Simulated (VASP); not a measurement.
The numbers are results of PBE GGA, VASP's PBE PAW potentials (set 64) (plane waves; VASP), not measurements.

Input for VASP

File KPOINTS:
```
kpoints
0
Gamma
 10 10 7
0 0 0
```

**INCAR**
```
ISMEAR  =  1
NELM  =  100
ALGO  =  Normal   ! blocked Davidson
IBRION  =  2   ! conjugate gradients
ISIF  =  3   ! ions, shape and volume
EDIFFG  =  -0.02
GGA  =  PE   ! PBE
SIGMA  =  0.1
PREC  =  Accurate
LREAL  =  .FALSE.   ! projection in real space or not
LMAXMIX  =  6   ! l cut-off of mixed one-centre charges
LWAVE  =  .FALSE.
ENCUT  =  500   ! plane-wave cut-off (eV)
LCHARG  =  .FALSE.
SYSTEM  =  PtS2
NSW  =  40   ! most ionic steps
LASPH  =  .TRUE.
EDIFF  =  1E-6   ! SCF stop (eV)
PSTRESS  =  200   ! kbar
```

File POSCAR:
```
PtS2
1
    1.7791613848    -3.0815983898     0.0000000000
    1.7791613848     3.0815983898     0.0000000000
    0.0000000000     0.0000000000     4.3633069825
Pt S
1 2
Direct
  0.0000000000   0.0000000000   0.0000000000
  0.3333330000   0.6666670000   0.2738773585
  0.6666670000   0.3333330000   0.7261226415
```

POTCAR, in this order: Pt S (PBE.64 set). Program: vasp_std.

The resulting files:

OSZICAR:
```
...
DAV:   6    -0.153859739488E+02    0.98105E+00   -0.77173E+00  2470   0.280E+01    0.134E+01
DAV:   7    -0.151641554497E+02    0.22182E+00   -0.13512E+00  2463   0.127E+01    0.625E+00
DAV:   8    -0.151461976725E+02    0.17958E-01   -0.75886E-02  2841   0.214E+00    0.144E+00
DAV:   9    -0.151419061908E+02    0.42915E-02   -0.12952E-02  2785   0.125E+00    0.245E-01
DAV:  10    -0.151420570211E+02   -0.15083E-03   -0.12961E-03  2974   0.294E-01    0.866E-02
DAV:  11    -0.151421031791E+02   -0.46158E-04   -0.10641E-04  2855   0.101E-01    0.234E-02
DAV:  12    -0.151420969692E+02    0.62099E-05   -0.42902E-05  2925   0.697E-02    0.858E-03
DAV:  13    -0.151420977268E+02   -0.75760E-06   -0.21538E-06  2172   0.152E-02
   1 F= -.91695922E+01 E0= -.91693796E+01  d E =-.916959E+01
       N       E                     dE             d eps       ncg     rms          rms(c)
DAV:   1    -0.167098723004E+02   -0.15678E+01   -0.58200E+01  2554   0.729E+01    0.164E+01
DAV:   2    -0.144115955599E+02    0.22983E+01   -0.80420E+00  2596   0.294E+01    0.689E+00
DAV:   3    -0.141143714168E+02    0.29722E+00   -0.53686E-01  2638   0.710E+00    0.236E+00
DAV:   4    -0.140434468161E+02    0.70925E-01   -0.31718E-01  2813   0.398E+00    0.156E+00
DAV:   5    -0.140446644150E+02   -0.12176E-02   -0.70915E-03  3037   0.756E-01    0.931E-01
DAV:   6    -0.140450315046E+02   -0.36709E-03   -0.54540E-03  2652   0.447E-01    0.145E-01
DAV:   7    -0.140449632019E+02    0.68303E-04   -0.46212E-04  3086   0.215E-01    0.622E-02
DAV:   8    -0.140449677671E+02   -0.45651E-05   -0.20989E-05  2939   0.388E-02    0.174E-02
DAV:   9    -0.140449664685E+02    0.12985E-05   -0.55267E-06  3016   0.203E-02    0.546E-03
DAV:  10    -0.140449666023E+02   -0.13377E-06   -0.21801E-07  1445   0.424E-03
   2 F= -.88867166E+01 E0= -.88866875E+01  d E =0.282876E+00
       N       E                     dE             d eps       ncg     rms          rms(c)
DAV:   1    -0.162223360358E+02   -0.21774E+01   -0.27231E+01  2533   0.483E+01    0.828E+00
DAV:   2    -0.151505164861E+02    0.10718E+01   -0.43696E+00  2491   0.247E+01    0.679E+00
DAV:   3    -0.149957986281E+02    0.15472E+00   -0.29651E-01  2743   0.580E+00    0.340E+00
DAV:   4    -0.149469265465E+02    0.48872E-01   -0.24031E-01  2519   0.306E+00    0.104E+00
DAV:   5    -0.149471782172E+02   -0.25167E-03   -0.68586E-03  2995   0.777E-01    0.668E-01
DAV:   6    -0.149472299355E+02   -0.51718E-04   -0.23239E-03  2834   0.453E-01    0.112E-01
DAV:   7    -0.149472359644E+02   -0.60289E-05   -0.15289E-04  3191   0.112E-01    0.397E-02
DAV:   8    -0.149472348773E+02    0.10871E-05   -0.10503E-05  2827   0.262E-02    0.840E-03
DAV:   9    -0.149472346290E+02    0.24835E-06   -0.17670E-06  1790   0.109E-02
   3 F= -.92409041E+01 E0= -.92407261E+01  d E =-.713119E-01
       N       E                     dE             d eps       ncg     rms          rms(c)
DAV:   1    -0.149397657647E+02    0.74691E-02   -0.51332E-03  2547   0.670E-01    0.121E-01
DAV:   2    -0.149395606330E+02    0.20513E-03   -0.86933E-04  2519   0.333E-01    0.793E-02
DAV:   3    -0.149395276529E+02    0.32980E-04   -0.65638E-05  2652   0.889E-02    0.321E-02
DAV:   4    -0.149395202725E+02    0.73804E-05   -0.45017E-05  2596   0.419E-02    0.127E-02
DAV:   5    -0.149395209127E+02   -0.64019E-06   -0.13487E-06  1718   0.119E-02
   4 F= -.92409860E+01 E0= -.92408099E+01  d E =-.713938E-01
       N       E                     dE             d eps       ncg     rms          rms(c)
DAV:   1    -0.149195283668E+02    0.19992E-01   -0.27870E+00  2400   0.118E+01    0.143E+00
DAV:   2    -0.149022022543E+02    0.17326E-01   -0.19395E-01  2764   0.436E+00    0.833E-01
DAV:   3    -0.148983771787E+02    0.38251E-02   -0.88628E-03  3016   0.969E-01    0.298E-01
DAV:   4    -0.148972372334E+02    0.11399E-02   -0.75031E-03  2596   0.560E-01    0.149E-01
DAV:   5    -0.148972640528E+02   -0.26819E-04   -0.30429E-04  3051   0.135E-01    0.985E-02
DAV:   6    -0.148972786387E+02   -0.14586E-04   -0.43265E-05  2891   0.534E-02    0.484E-02
DAV:   7    -0.148972918177E+02   -0.13179E-04   -0.16256E-05  3100   0.340E-02    0.113E-02
DAV:   8    -0.148972909407E+02    0.87701E-06   -0.18168E-06  1648   0.123E-02
   5 F= -.92700640E+01 E0= -.92700350E+01  d E =-.290780E-01
       N       E                     dE             d eps       ncg     rms          rms(c)
DAV:   1    -0.148556797981E+02    0.41612E-01   -0.44043E+00  2400   0.148E+01    0.181E+00
DAV:   2    -0.148286037772E+02    0.27076E-01   -0.30861E-01  2785   0.546E+00    0.103E+00
DAV:   3    -0.148225442037E+02    0.60596E-02   -0.14208E-02  3107   0.122E+00    0.356E-01
DAV:   4    -0.148207958255E+02    0.17484E-02   -0.10973E-02  2575   0.682E-01    0.182E-01
DAV:   5    -0.148208442540E+02   -0.48428E-04   -0.43044E-04  3128   0.165E-01    0.123E-01
DAV:   6    -0.148208689940E+02   -0.24740E-04   -0.67290E-05  2790   0.653E-02    0.560E-02
DAV:   7    -0.148208856938E+02   -0.16700E-04   -0.23277E-05  3058   0.403E-02    0.120E-02
DAV:   8    -0.148208847077E+02    0.98613E-06   -0.22780E-06  1872   0.137E-02
   6 F= -.92835591E+01 E0= -.92836265E+01  d E =-.425731E-01
       N       E                     dE             d eps       ncg     rms          rms(c)
DAV:   1    -0.148241544729E+02   -0.32688E-02   -0.56680E-03  2428   0.540E-01    0.647E-02
DAV:   2    -0.148241235214E+02    0.30951E-04   -0.39490E-04  2869   0.195E-01    0.402E-02
DAV:   3    -0.148241164112E+02    0.71102E-05   -0.15954E-05  3023   0.400E-02    0.166E-02
DAV:   4    -0.148241139972E+02    0.24140E-05   -0.16361E-05  2589   0.263E-02    0.680E-03
DAV:   5    -0.148241137816E+02    0.21556E-06   -0.62086E-07  1424   0.618E-03
   7 F= -.92835580E+01 E0= -.92836181E+01  d E =-.425720E-01
       N       E                     dE             d eps       ncg     rms          rms(c)
DAV:   1    -0.148530145049E+02   -0.28901E-01   -0.11067E-01  2456   0.280E+00    0.479E-01
DAV:   2    -0.148506687489E+02    0.23458E-02   -0.78570E-03  2939   0.932E-01    0.240E-01
DAV:   3    -0.148502508497E+02    0.41790E-03   -0.96116E-04  2617   0.263E-01    0.972E-02
DAV:   4    -0.148501617915E+02    0.89058E-04   -0.42638E-04  2673   0.165E-01    0.490E-02
DAV:   5    -0.148501573520E+02    0.44395E-05   -0.14053E-05  3002   0.304E-02    0.246E-02
DAV:   6    -0.148501555703E+02    0.17817E-05   -0.57299E-06  2659   0.177E-02    0.657E-03
DAV:   7    -0.148501552980E+02    0.27229E-06   -0.27311E-07  1298   0.481E-03
   8 F= -.92837074E+01 E0= -.92837420E+01  d E =-.149409E-03
       N       E                     dE             d eps       ncg     rms          rms(c)
DAV:   1    -0.148397513783E+02    0.10404E-01   -0.20297E-02  2449   0.120E+00    0.207E-01
DAV:   2    -0.148393228706E+02    0.42851E-03   -0.14345E-03  2953   0.396E-01    0.101E-01
DAV:   3    -0.148392476129E+02    0.75258E-04   -0.17631E-04  2624   0.112E-01    0.409E-02
DAV:   4    -0.148392333801E+02    0.14233E-04   -0.76918E-05  2680   0.703E-02    0.208E-02
DAV:   5    -0.148392343478E+02   -0.96767E-06   -0.24024E-06  2077   0.130E-02
   9 F= -.92838918E+01 E0= -.92839380E+01  d E =-.333738E-03
       N       E                     dE             d eps       ncg     rms          rms(c)
DAV:   1    -0.148327131943E+02    0.65202E-02   -0.63370E-02  2414   0.192E+00    0.205E-01
DAV:   2    -0.148317087807E+02    0.10044E-02   -0.54774E-03  2911   0.708E-01    0.155E-01
DAV:   3    -0.148315626963E+02    0.14608E-03   -0.59115E-04  2778   0.238E-01    0.585E-02
DAV:   4    -0.148315134508E+02    0.49246E-04   -0.14639E-04  2806   0.863E-02    0.256E-02
DAV:   5    -0.148315121511E+02    0.12997E-05   -0.11747E-05  3100   0.312E-02    0.146E-02
DAV:   6    -0.148315130928E+02   -0.94168E-06   -0.19558E-06  1669   0.123E-02
  10 F= -.92842349E+01 E0= -.92842592E+01  d E =-.343096E-03
```

OUTCAR:
```
------------------------ aborting loop because EDIFF is reached ----------------------------------------
  FORCE on cell =-STRESS in cart. coord.  units (eV):
  Direction    XX          YY          ZZ          XY          YZ          ZX
  --------------------------------------------------------------------------------------
  Total        5.5599612      5.5599646      5.5320190      0.0000000      0.0000000      0.0000000
  in kB      200.4572671    200.4573899    199.4498480      0.0000000      0.0000000      0.0000000
  external PRESSURE =       0.1215017 kB  Pullay stress =     200.0000000 kB
  volume of cell :       44.44
      direct lattice vectors                 reciprocal lattice vectors
     1.757515371 -3.044106849  0.000000000     0.284492533 -0.164251790 -0.000000000
     1.757515371  3.044106849 -0.000000000     0.284492533  0.164251790 -0.000000000
     0.000000000  0.000000000  4.153091659     0.000000000  0.000000000  0.240784476
 POSITION                                       TOTAL-FORCE (eV/Angst)
 -----------------------------------------------------------------------------------
      0.00000      0.00000      4.15309        -0.000000     -0.000000      0.000000
      1.75752      1.01470      1.18577         0.000000     -0.000000      0.011139
      1.75752     -1.01470      2.96732        -0.000000      0.000000     -0.011139
 -----------------------------------------------------------------------------------
    total drift:                               -0.000000      0.000000      0.000000
  FREE ENERGIE OF THE ION-ELECTRON SYSTEM (eV)
  ---------------------------------------------------
  free  energy   TOTEN  =       -14.8315130928 eV

  energy  without entropy=      -14.8315860139  energy(sigma->0) =      -14.83153740
  enthalpy is  TOTEN    =        -9.2842348604 eV   P V=        5.5472782324

 reached required accuracy - stopping structural energy minimisation
```
(Selected blocks of OUTCAR.)

File CONTCAR:
```
PtS2
   1.00000000000000
     1.7575153706114512   -3.0441068490875116    0.0000000000000000
     1.7575153706114512    3.0441068490875116   -0.0000000000000000
     0.0000000000000000    0.0000000000000000    4.1530916585540085
  Pt              S
     1     2
Direct
     0.0000000000000000    0.0000000000000000    1.0000000000000000
     0.3333330000000032    0.6666669999999968    0.2855151371209667
     0.6666669999999968    0.3333330000000032    0.7144848628790332
```

Energy and stress use the plane-wave basis of the starting cell. Without a dispersion term in the relaxation, distances and binding between the weakly bound layers, chains or molecules are unreliable, and so is what depends on them.

The compound is PtS2 in the 1T layered structure. This run relaxes it under an external pressure of 20 GPa. Symmetry was kept, so distortions that lower it aren't found.
